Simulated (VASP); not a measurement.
Consider the following.

```yaml
crystal:
  lattice:
    - [3.90265, 0.00000, 0.00000]
    - [-1.95133, 3.37979, 0.00000]
    - [0.00000, 0.00000, 6.60778]
  atoms:
    - { symbol: Sc, position: [0.00000, 0.00000, 0.00000] }
    - { symbol: Ag, position: [0.00000, 0.00000, 0.50000] }
    - { symbol: Se, position: [0.33333, 0.66667, 0.23239] }
    - { symbol: Se, position: [0.66667, 0.33333, 0.76761] }
```

The numbers are results of r2SCAN meta-GGA, VASP's PBE PAW potentials (set 64) (plane waves; VASP 6.6.1), not measurements. Run with 400 eV cut-off, 6×6×3 Γ-centred mesh, Gaussian smearing of 0.050 eV, potentials Sc_sv Ag Se.

**Question.** What does the run give for the energy per atom (σ→0)?

**Answer.** 
energy per atom (σ→0): -16.616 eV/atom

Total energies compare only between runs with the same potentials, cut-off and functional.

The structure comes from a computed database's ScAgSe2 entry (P-3m1); how it stands against other phases isn't given here. It was relaxed first. The start is the result of an earlier pass.
